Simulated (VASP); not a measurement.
Input:

```
CELL_PARAMETERS angstrom
      1.65354    -2.86402     0.00000
      1.65354     2.86402     0.00000
      0.00000     0.00000    13.32753
ATOMIC_POSITIONS crystal
  W  0.33333 0.66667 0.25000
  W  0.66667 0.33333 0.75000
  Se 0.33333 0.66667 0.87705
  Se 0.66667 0.33333 0.37705
  Se 0.66667 0.33333 0.12295
  Se 0.33333 0.66667 0.62295
```

Computed with PBEsol GGA, VASP's PBE PAW potentials (set 64) (plane waves; VASP 6.6.1). Settings: 520 eV cut-off, 8×8×2 Γ-centred mesh, Gaussian smearing of 0.050 eV, potentials W_sv Se.

Without a dispersion term in the relaxation, distances and binding between the weakly bound layers, chains or molecules are unreliable, and so is what depends on them.

Q: The ions and cell shape at fixed volume are relaxed. Which structure does the run end with?

A: 
```
CELL_PARAMETERS angstrom
      1.63984    -2.84028     0.00000
      1.63984     2.84028     0.00000
      0.00000     0.00000    13.55123
ATOMIC_POSITIONS crystal
  W  0.33333 0.66667 0.25000
  W  0.66667 0.33333 0.75000
  Se 0.33333 0.66667 0.87362
  Se 0.66667 0.33333 0.37362
  Se 0.66667 0.33333 0.12638
  Se 0.33333 0.66667 0.62638
```
Space group P6_3/mmc (194), at a tolerance of 0.03 Å.

Q: How much energy does the relaxation gain?

A: The energy (σ→0) changes by -7.0 meV/atom, in 8 ionic steps.

The compound is WSe2 in the 2H layered structure. This cell is one point of a volume scan, at 1.03 of the reference volume. Symmetry was kept, so distortions that lower it aren't found.
